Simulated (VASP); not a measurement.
OSZICAR of a VASP run on FeAl (CsCl type):

File OSZICAR:
```
       N       E                     dE             d eps       ncg     rms          rms(c)
DAV:   1     0.191890040309E+02    0.19189E+02   -0.53366E+03  2184   0.130E+03
DAV:   2    -0.283112662129E+02   -0.47500E+02   -0.45834E+02  2170   0.187E+02
DAV:   3    -0.297181736213E+02   -0.14069E+01   -0.13835E+01  2598   0.444E+01
DAV:   4    -0.297466939266E+02   -0.28520E-01   -0.28461E-01  2771   0.549E+00
DAV:   5    -0.297472709612E+02   -0.57703E-03   -0.57537E-03  2666   0.681E-01    0.167E+01
DAV:   6    -0.305509928695E+02   -0.80372E+00   -0.87998E+01  2446   0.161E+02    0.190E+01
DAV:   7    -0.264568001132E+02    0.40942E+01   -0.41803E+01  2433   0.908E+01    0.309E+00
DAV:   8    -0.263511355798E+02    0.10566E+00   -0.51081E-01  2299   0.801E+00    0.227E+00
DAV:   9    -0.264563795441E+02   -0.10524E+00   -0.58985E-01  2438   0.104E+01    0.658E-01
DAV:  10    -0.263374036223E+02    0.11898E+00   -0.36214E-01  2353   0.648E+00    0.304E-01
DAV:  11    -0.263373320086E+02    0.71614E-04   -0.25300E-02  2172   0.219E+00    0.225E-01
DAV:  12    -0.263394612073E+02   -0.21292E-02   -0.30429E-02  2230   0.225E+00    0.142E-01
DAV:  13    -0.263364583407E+02    0.30029E-02   -0.11201E-02  2163   0.162E+00    0.739E-02
DAV:  14    -0.263362949788E+02    0.16336E-03   -0.24994E-03  2212   0.829E-01    0.288E-02
DAV:  15    -0.263361026357E+02    0.19234E-03   -0.52053E-04  2176   0.357E-01    0.207E-02
DAV:  16    -0.263361069712E+02   -0.43355E-05   -0.45184E-05  2401   0.120E-01    0.135E-02
DAV:  17    -0.263360988732E+02    0.80980E-05   -0.28023E-05  2249   0.965E-02    0.239E-03
DAV:  18    -0.263360991082E+02   -0.23505E-06   -0.17756E-06  2241   0.217E-02    0.108E-03
DAV:  19    -0.263360990307E+02    0.77585E-07   -0.70526E-07  2178   0.142E-02
   1 F= -.26336099E+02 E0= -.26336099E+02  d E =0.000000E+00
       N       E                     dE             ncg
```

Question: Which electronic solver shows in the log?

Answer: It is blocked Davidson (ALGO = Normal, or the opening steps of other solvers). The INCAR had ALGO = Normal.

Question: How was spin treated?

Answer: Without spin polarisation: there is no mag entry.

Question: Can the final energy be trusted as converged?

Answer: The run converged. It stopped with EDIFF = 1E-7, NELM = 100 (SCAN meta-GGA, plane waves, VASP's PBE PAW potentials (set 64)).

The compound is FeAl in the CsCl type structure. It was relaxed first, which changed the volume by -8 %. The run is not spin-polarised, so no magnetic state was tried. The electron count is odd and the run is not spin-polarised, which forces a metal.
